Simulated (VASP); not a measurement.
# CeO2: lattice, stiffness and zone-centre modes

What lattice, stiffness and vibrations does CeO2 have at one level of theory? The starting structure is a measured crystal structure from the Crystallography Open Database. All runs use PBEsol.

Main program and level: VASP 6.6.1; Kohn-Sham DFT with plane waves and PAW; PBEsol.

**1. The structure**

The structure is cubic, space group Fm-3m (No. 225). Conventional cell: a = 5.410 Å, b = 5.410 Å, c = 5.410 Å, α = 90.00°, β = 90.00°, γ = 90.00°. Nearest to Ce lie 8 O at 2.34 Å. Nearest to O lie 4 Ce at 2.34 Å. Farther neighbours and most contacts between anions are not listed.

As a file:

```cif
data_structure
_symmetry_space_group_name_H-M 'Fm-3m'
_symmetry_Int_Tables_number 225
_cell_length_a 5.4097
_cell_length_b 5.4097
_cell_length_c 5.4097
_cell_angle_alpha 90.000
_cell_angle_beta 90.000
_cell_angle_gamma 90.000
_cell_volume 158.32
loop_
_atom_site_label
_atom_site_type_symbol
_atom_site_symmetry_multiplicity
_atom_site_Wyckoff_symbol
_atom_site_fract_x
_atom_site_fract_y
_atom_site_fract_z
_atom_site_occupancy
Ce1 Ce 4 a 0.00000 0.00000 0.00000 1
O1 O 8 c 0.25000 0.25000 0.75000 1
```

**2. Relaxation**

This run starts from the cell of an earlier relaxation, which isn't shown; the restart sets up the plane waves anew.

Input file INCAR:

```
SYSTEM = CeO2
PREC = Accurate
ENCUT = 560
EDIFF = 1E-07
NELM = 100
ISMEAR = 0
SIGMA = 0.03
LREAL = .FALSE.
ALGO = Normal
GGA = PS
NBANDS = 18
LASPH = .TRUE.
LORBIT = 11
LWAVE = .FALSE.
LCHARG = .FALSE.
KPAR = 4
IBRION = 2
NSW = 50
ISIF = 3
EDIFFG = -0.002
```

Input file POSCAR:

```
CeO2
1.0
    0.0000000000      2.6989800391      2.6989800391
    2.6989800391      0.0000000000      2.6989800391
    2.6989800391      2.6989800391      0.0000000000
Ce O
1 2
Direct
    0.0000000000      0.0000000000      0.0000000000
    0.7500000000      0.7500000000      0.7500000000
    0.2500000000      0.2500000000      0.2500000000
```

Input file KPOINTS:

```
Automatic mesh
0
Gamma
8 8 8
0 0 0
```

The projector-augmented-wave data sets are Ce and O (PBE family, release 64).

Started as:

```console
$ mpirun -np 4 vasp_std
```

What it wrote:

```text
[banner, memory and clock lines left out]
running    4 mpi-ranks, on    1 nodes
 distrk:  each k-point on    1 cores,    4 groups
 distr:  one band on    1 cores,    1 groups

 POSCAR found type information on POSCAR CeO
 POSCAR found :  2 types and       3 ions
|                                                                             |
|               ----> ADVICE to this user running VASP <----                  |
|                                                                             |
|     You enforced a specific xc type in the INCAR file but a different       |
|     [... a line on the potential file left out ...]
|     I HOPE YOU KNOW WHAT YOU ARE DOING!                                     |
|                                                                             |

 LDA part: xc-table for (Slater+PW92), standard interpolation
 POSCAR, INCAR and KPOINTS ok, starting setup
 FFT: planning ... GRIDC
 FFT: planning ... GRID_SOFT
 FFT: planning ... GRID
 WAVECAR not read
 entering main loop
       N       E                     dE             d eps       ncg     rms          rms(c)
DAV:   1     0.232117538284E+03    0.23212E+03   -0.12091E+04  1076   0.186E+03
DAV:   2     0.814062123691E+01   -0.22398E+03   -0.20108E+03  1360   0.301E+02
DAV:   3    -0.312454337954E+02   -0.39386E+02   -0.35791E+02  1332   0.152E+02
DAV:   4    -0.325731238362E+02   -0.13277E+01   -0.13267E+01  1382   0.280E+01
DAV:   5    -0.326637863661E+02   -0.90663E-01   -0.90647E-01  1888   0.594E+00    0.311E+01
DAV:   6    -0.303929368671E+02    0.22708E+01   -0.64805E+01  1488   0.517E+01    0.227E+01
DAV:   7    -0.293221758710E+02    0.10708E+01   -0.72131E+01  1556   0.101E+02    0.207E+01
DAV:   8    -0.284929860898E+02    0.82919E+00   -0.28358E+00  1380   0.146E+01    0.130E+01
DAV:   9    -0.275589551114E+02    0.93403E+00   -0.47585E+00  1512   0.193E+01    0.215E+00
DAV:  10    -0.275570594417E+02    0.18957E-02   -0.25149E-01  1656   0.352E+00    0.978E-01
DAV:  11    -0.275533367278E+02    0.37227E-02   -0.30862E-02  1462   0.187E+00    0.156E+00
DAV:  12    -0.275505121408E+02    0.28246E-02   -0.41216E-02  1578   0.194E+00    0.480E-01
DAV:  13    -0.275467059012E+02    0.38062E-02   -0.54118E-02  1402   0.242E+00    0.564E-01
DAV:  14    -0.275471028618E+02   -0.39696E-03   -0.27086E-03  1736   0.283E-01    0.613E-01
DAV:  15    -0.275458517720E+02    0.12511E-02   -0.41935E-03  1318   0.752E-01    0.160E-01
DAV:  16    -0.275458416689E+02    0.10103E-04   -0.16961E-04  1592   0.910E-02    0.134E-01
DAV:  17    -0.275458180652E+02    0.23604E-04   -0.92125E-05  1444   0.859E-02    0.482E-02
DAV:  18    -0.275458151662E+02    0.28989E-05   -0.13028E-05  1828   0.265E-02    0.205E-02
DAV:  19    -0.275458118044E+02    0.33618E-05   -0.92859E-06  1382   0.345E-02    0.448E-03
DAV:  20    -0.275458116398E+02    0.16459E-06   -0.68006E-07  1752   0.642E-03    0.218E-03
DAV:  21    -0.275458116248E+02    0.15044E-07   -0.20026E-08   610   0.124E-03
   1 F= -.27545812E+02 E0= -.27545812E+02  d E =-.275458E+02
 curvature:   0.00 expect dE= 0.000E+00 dE for cont linesearch  0.000E+00
 trial: gam= 0.00000 g(F)=  0.164E-47 g(S)=  0.260E-06 ort = 0.000E+00 (trialstep = 0.100E+01)
 search vector abs. value=  0.260E-06
 reached required accuracy - stopping structural energy minimisation
```

It took 15 s on 4 MPI ranks of Intel Xeon 6975P-C (Granite Rapids), shared host; peak memory 0.74 GiB.

The logs omit lines about the potential files and the build; timing stands in the text.

OUTCAR, selected parts (step 2):

```text
ion  position               nearest neighbor table
   1  0.000  0.000  0.000-   2 2.34   2 2.34   2 2.34   3 2.34   3 2.34   3 2.34   3 2.34   2 2.34

  LATTYP: Found a face centered cubic cell.
 ALAT       =     5.3979600782

 Subroutine GETGRP returns: Found 48 space group operations
 (whereof 48 operations were pure point group operations)

The static configuration has the point symmetry O_h .

 Found     29 irreducible k-points:

   k-points           NKPTS =     29   k-points in BZ     NKDIM =     29   number of bands    NBANDS=     18

   dimension x,y,z NGX =    30 NGY =   30 NGZ =   30
   dimension x,y,z NGXF=    60 NGYF=   60 NGZF=   60

   ENCUT  =  560.0 eV  41.16 Ry    6.42 a.u.   7.36  7.36  7.36*2*pi/ulx,y,z

   NELECT =      24.0000    total number of electrons

 k-points in reciprocal lattice and weights: Automatic mesh
   0.00000000  0.00000000  0.00000000       0.002
   0.12500000  0.00000000  0.00000000       0.016
   0.25000000  0.00000000  0.00000000       0.016
   0.37500000  0.00000000  0.00000000       0.016
   0.50000000  0.00000000  0.00000000       0.008
   0.12500000  0.12500000  0.00000000       0.012
   0.25000000  0.12500000  0.00000000       0.047
   0.37500000  0.12500000  0.00000000       0.047
   0.50000000  0.12500000  0.00000000       0.047
[...]
-0.37500000  0.50000000  0.12500000       0.023
  -0.25000000  0.50000000  0.25000000       0.012

 average (electrostatic) potential at core
       1 -76.9241       2 -67.9470       3 -67.9470

 E-fermi :   5.5236

 k-point     1 :       0.0000    0.0000    0.0000
  band No.  band energies     occupation
    ...
      8       1.3075      2.00000
      9       1.3075      2.00000
     10       4.6424      2.00000
     11       4.6424      2.00000
     12       4.6424      2.00000
     13       7.5928      0.00000
     14       7.5928      0.00000
     15       7.5929      0.00000
     16       7.8718      0.00000
     17       8.2800      0.00000
    ...

 k-point     2 :       0.1250    0.0000    0.0000
  band No.  band energies     occupation
    ...
      8       1.4557      2.00000
      9       1.7160      2.00000
     10       4.4967      2.00000
     11       4.5835      2.00000
     12       4.5835      2.00000
     13       7.5766      0.00000
     14       7.5766      0.00000
     15       7.5943      0.00000
     16       7.8912      0.00000
     17       8.1427      0.00000
    ...

 k-point     3 :       0.2500    0.0000    0.0000
  band No.  band energies     occupation
    ...
      8       1.7978      2.00000
      9       2.6719      2.00000
     10       4.2417      2.00000
     11       4.4772      2.00000
     12       4.4772      2.00000
     13       7.5251      0.00000
     14       7.5251      0.00000
     15       7.5978      0.00000
     16       7.7885      0.00000
     17       7.9974      0.00000
    ...

  Total        0.0023224      0.0023224      0.0023224      0.0000000      0.0000000     -0.0000000
  in kB        0.0946282      0.0946282      0.0946282      0.0000000      0.0000000     -0.0000000
  external PRESSURE =       0.0946282 kB  Pullay stress =       0.0000000 kB

  energy-cutoff  :      560.00
  volume of cell :       39.32
      direct lattice vectors                 reciprocal lattice vectors
     0.000000000  2.698980039  2.698980039    -0.185255168  0.185255168  0.185255168
     2.698980039  0.000000000  2.698980039     0.185255168 -0.185255168  0.185255168
     2.698980039  2.698980039  0.000000000     0.185255168  0.185255168 -0.185255168

 POSITION                                       TOTAL-FORCE (eV/Angst)
 -----------------------------------------------------------------------------------
      0.00000      0.00000      0.00000        -0.000000     -0.000000      0.000000
      4.04847      4.04847      4.04847         0.000000     -0.000000      0.000000
      1.34949      1.34949      1.34949        -0.000000      0.000000     -0.000000
 -----------------------------------------------------------------------------------
    total drift:                                0.000000     -0.000000      0.000000

  FREE ENERGIE OF THE ION-ELECTRON SYSTEM (eV)
  ---------------------------------------------------
  free  energy   TOTEN  =       -27.5458116248 eV

  energy  without entropy=      -27.5458116248  energy(sigma->0) =      -27.54581162

 reached required accuracy - stopping structural energy minimisation

 total charge
# of ion       s       p       d       f       tot
--------------------------------------------------
    1        2.015   5.793   0.918   0.965   9.690
    2        1.570   3.426   0.000   0.000   4.996
    3        1.570   3.426   0.000   0.000   4.996
--------------------------------------------------
tot          5.155  12.646   0.918   0.965  19.683

[... 3 further parts left out ...]
```

This run has no spin polarisation, although Ce can carry a moment. The PAW data sets were made with PBE, which is usual practice but a small mismatch for other functionals. The run keeps the 48 symmetry operations of its start, so it cannot find a distortion of lower symmetry.

The relaxed cell holds 13.107 Å³ an atom, with a = 5.398 Å (-0.2 % against the database cell). Pressures at 0.985 and 1.015 times this volume, from two more relaxations that aren't shown, give a bulk modulus of 193.6 GPa.

**3. Elastic constants**

Input file INCAR:

```
SYSTEM = CeO2
PREC = Accurate
ENCUT = 800
EDIFF = 1E-08
NELM = 100
ISMEAR = 0
SIGMA = 0.03
LREAL = .FALSE.
ALGO = Normal
GGA = PS
NBANDS = 18
LASPH = .TRUE.
LORBIT = 11
LWAVE = .FALSE.
LCHARG = .FALSE.
KPAR = 4
IBRION = 6
NFREE = 2
POTIM = 0.015
ISIF = 3
NSW = 1
```

POSCAR is that of step 2.

KPOINTS is that of step 2.

Started as:

```console
$ mpirun -np 4 vasp_std
```

What it wrote:

```text
[banner, memory and clock lines left out]
running    4 mpi-ranks, on    1 nodes
[...]
[... a notice as in an earlier step ...]

 LDA part: xc-table for (Slater+PW92), standard interpolation
 POSCAR, INCAR and KPOINTS ok, starting setup
[...]
entering main loop
       N       E                     dE             d eps       ncg     rms          rms(c)
DAV:   1     0.260975583689E+03    0.26098E+03   -0.15129E+04  1044   0.245E+03
DAV:   2     0.213300311034E+02   -0.23965E+03   -0.21883E+03  1314   0.337E+02
DAV:   3    -0.304768459683E+02   -0.51807E+02   -0.46380E+02  1356   0.170E+02
DAV:   4    -0.325382892967E+02   -0.20614E+01   -0.20590E+01  1350   0.363E+01
[...]
DAV:  21    -0.275506109747E+02    0.24189E-07   -0.88405E-08  1616   0.223E-03    0.125E-03
DAV:  22    -0.275506109589E+02    0.15820E-07   -0.50328E-09   634   0.649E-04    0.963E-04
DAV:  23    -0.275506109634E+02   -0.45363E-08   -0.18044E-09   596   0.310E-04
   1 F= -.27550611E+02 E0= -.27550611E+02  d E =-.724471E-30
[... from here on, the cycles between the ionic steps are left out ...]
   2 F= -.27541236E+02 E0= -.27541236E+02  d E =-.254640E-15
   3 F= -.27540117E+02 E0= -.27540117E+02  d E =-.102626E-14
   4 F= -.27541236E+02 E0= -.27541236E+02  d E =-.254653E-15
   5 F= -.27540117E+02 E0= -.27540117E+02  d E =-.101537E-14
   6 F= -.27541236E+02 E0= -.27541236E+02  d E =-.254670E-15
   7 F= -.27540117E+02 E0= -.27540117E+02  d E =-.101484E-14
   8 F= -.27548880E+02 E0= -.27548880E+02  d E =-.121588E-10
   9 F= -.27548880E+02 E0= -.27548880E+02  d E =-.121507E-10
  10 F= -.27548880E+02 E0= -.27548880E+02  d E =-.989074E-11
  11 F= -.27548880E+02 E0= -.27548880E+02  d E =-.121765E-10
  12 F= -.27548880E+02 E0= -.27548880E+02  d E =-.113727E-10
  13 F= -.27548880E+02 E0= -.27548880E+02  d E =-.121754E-10
  14 F= -.27549770E+02 E0= -.27549770E+02  d E =-.505392E-30
  15 F= -.27549770E+02 E0= -.27549770E+02  d E =-.502995E-30
  16 F= -.27549776E+02 E0= -.27549776E+02  d E =-.138196E-29
  17 F= -.27549776E+02 E0= -.27549776E+02  d E =-.704391E-30
 Finite differences progress:
  Degree of freedom:   8/  8
  Displacement:        2/  2
  Total:              16/ 16
```

Elapsed: 7.3 min, on 4 MPI ranks; peak memory 2 GiB; 29 min of CPU time.

OUTCAR, selected parts (step 3):

```text
  Total        0.0160465      0.0133988      0.0133988      0.0000000     -0.0268076      0.0000000
  in kB        0.6538239      0.5459414      0.5459414      0.0000000     -1.0922926      0.0000000
  external PRESSURE =       0.5819022 kB  Pullay stress =       0.0000000 kB

 POSITION                                       TOTAL-FORCE (eV/Angst)
 -----------------------------------------------------------------------------------
      0.00000      0.00000      0.00000        -0.056099      0.000000      0.000000
      4.03347      4.04847      4.04847         0.111481      0.000000      0.000000
      1.34949      1.34949      1.34949        -0.055382     -0.000000     -0.000000
 -----------------------------------------------------------------------------------
    total drift:                                0.000014      0.000000      0.000000

  FREE ENERGIE OF THE ION-ELECTRON SYSTEM (eV)
  ---------------------------------------------------
  free  energy   TOTEN  =       -27.5497760901 eV

  energy  without entropy=      -27.5497760901  energy(sigma->0) =      -27.54977609

[... 1 part as in an earlier step ...]

[... 2 further parts left out ...]
[key lines of the parts left out:]
E-fermi :   5.5231
```

The last energy, forces and stress in OUTCAR belong to the last displaced cell, not to that of POSCAR.

The elastic tensor has C11 = 368.5, C12 = 117.4, C44 = 59.4 GPa; its Hill averages are a bulk modulus of 201.1 and a shear modulus of 80.6 GPa.

**4. Modes of the relaxed cell**

Input file INCAR:

```
SYSTEM = CeO2
PREC = Accurate
ENCUT = 560
EDIFF = 1E-08
NELM = 100
ISMEAR = 0
SIGMA = 0.03
LREAL = .FALSE.
ALGO = Normal
GGA = PS
NBANDS = 18
LASPH = .TRUE.
LORBIT = 11
LWAVE = .FALSE.
LCHARG = .FALSE.
KPAR = 4
IBRION = 8
LEPSILON = .TRUE.
LPEAD = .TRUE.
ISIF = 2
```

POSCAR is that of step 3.

Input file KPOINTS:

```
Automatic mesh
0
Gamma
14 14 14
0 0 0
```

Started as:

```console
$ mpirun -np 4 vasp_std
```

What it wrote:

```text
[... set-up lines as in an earlier step ...]
 entering main loop
       N       E                     dE             d eps       ncg     rms          rms(c)
DAV:   1     0.232260366370E+03    0.23226E+03   -0.12133E+04  3800   0.188E+03
DAV:   2     0.140375288812E+02   -0.21822E+03   -0.19629E+03  4626   0.301E+02
DAV:   3    -0.307984354255E+02   -0.44836E+02   -0.40415E+02  4858   0.152E+02
DAV:   4    -0.325551712627E+02   -0.17567E+01   -0.17534E+01  4858   0.307E+01
[...]
DAV:  21    -0.275458572035E+02    0.14942E-07   -0.50609E-08  4926   0.140E-03    0.982E-04
DAV:  22    -0.275458571849E+02    0.18558E-07   -0.14960E-08  3146   0.131E-03    0.716E-04
DAV:  23    -0.275458571922E+02   -0.73410E-08   -0.26748E-09  2170   0.519E-04
   1 F= -.27545857E+02 E0= -.27545857E+02  d E =-.100631E-10
 Linear response reoptimize wavefunctions to high precision
DAV:   1    -0.275458571936E+02   -0.13868E-08   -0.10767E-09  2324   0.282E-04
DAV:   2    -0.275458571937E+02   -0.24556E-10   -0.24371E-10  2144   0.161E-04
 Linear response to external field (no local field effect), progress :
[...]
RMM:  16    -0.345758963440E+00   -0.47075E-05   -0.35028E-05 22015   0.156E-02    0.641E-02
 first order change of Fermi-energy   0.44295E-02
 force on displaced ion       1 direction 1 :  -7.492   0.000   0.000
 Born effective charge ion    1 direction 1 :   5.780   0.000   0.000
 Linear response progress:
  Degree of freedom:   2/  2
       N       E                     dE             d eps       ncg     rms          rms(c)
RMM:   1    -0.375317264384E+00   -0.37532E+00    0.18043E-01 35684   0.380E+00
RMM:   2    -0.361889152681E+00    0.13428E-01   -0.17027E-02 23784   0.103E+00    0.245E-01
RMM:   3    -0.364911987384E+00   -0.30228E-02   -0.11979E-02 31695   0.396E-01    0.162E-01
RMM:   4    -0.366763234544E+00   -0.18512E-02   -0.20873E-03 30995   0.232E-01    0.431E-02
[...]
RMM:  21    -0.366930328098E+00    0.43643E-07   -0.15953E-08 39446   0.376E-04    0.737E-05
RMM:  22    -0.366930311522E+00    0.16577E-07   -0.11470E-08 42870   0.330E-04    0.788E-05
RMM:  23    -0.366930305623E+00    0.58983E-08   -0.10930E-08 42486   0.301E-04    0.644E-05
 first order change of Fermi-energy  -0.84383E-01
 force on displaced ion       2 direction 1 :  -7.405  -0.000  -0.000
 Born effective charge ion    2 direction 1 :  -2.880   0.000   0.000
 Born effective charges drift removed
 Linear response finished
```

The job ended after 17 min (4 MPI ranks; peak memory 4.6 GiB; 65 min of CPU time).

Parts of OUTCAR (step 4):

```text
  Total        0.0032121      0.0032121      0.0032121      0.0000000     -0.0000000     -0.0000000
  in kB        0.1308774      0.1308774      0.1308774      0.0000000     -0.0000000     -0.0000000
  external PRESSURE =       0.1308774 kB  Pullay stress =       0.0000000 kB

 POSITION                                       TOTAL-FORCE (eV/Angst)
 -----------------------------------------------------------------------------------
      0.00000      0.00000      0.00000        -0.000000     -0.000000     -0.000000
      4.04847      4.04847      4.04847        -0.000000     -0.000000     -0.000000
      1.34949      1.34949      1.34949         0.000000      0.000000      0.000000
 -----------------------------------------------------------------------------------
    total drift:                                0.000000     -0.000000      0.000000

 MACROSCOPIC STATIC DIELECTRIC TENSOR (including local field effects in DFT)
 ------------------------------------------------------
           7.821542    -0.000000     0.000000
          -0.000000     7.821542     0.000000
           0.000000     0.000000     7.821542
 ------------------------------------------------------

 MACROSCOPIC STATIC DIELECTRIC TENSOR IONIC CONTRIBUTION
 ------------------------------------------------------
          20.392831    -0.000000     0.000000
          -0.000000    20.392831    -0.000000
           0.000000    -0.000000    20.392831
 ------------------------------------------------------

[... 1 part as in an earlier step ...]

[... 1 further part left out ...]
```

The zone-centre modes at 13.107 Å³ an atom are T2g 433.9, T1u 279.3 cm⁻¹.

(Part 1 of 2 ends here.)

[Lines on the potential files, build, host, timing and source positions are cut from VASP's logs without a mark.]

[Logs are printed without paths, hosts, clocks, repeated set-up lines and the standing remarks that a program may print on its own settings, such as how far it seeks lower states.]

[Hosts, paths, dates, database ids (printed as entryN), source tags and the programs' standing remarks are cut or masked in the printed files.]
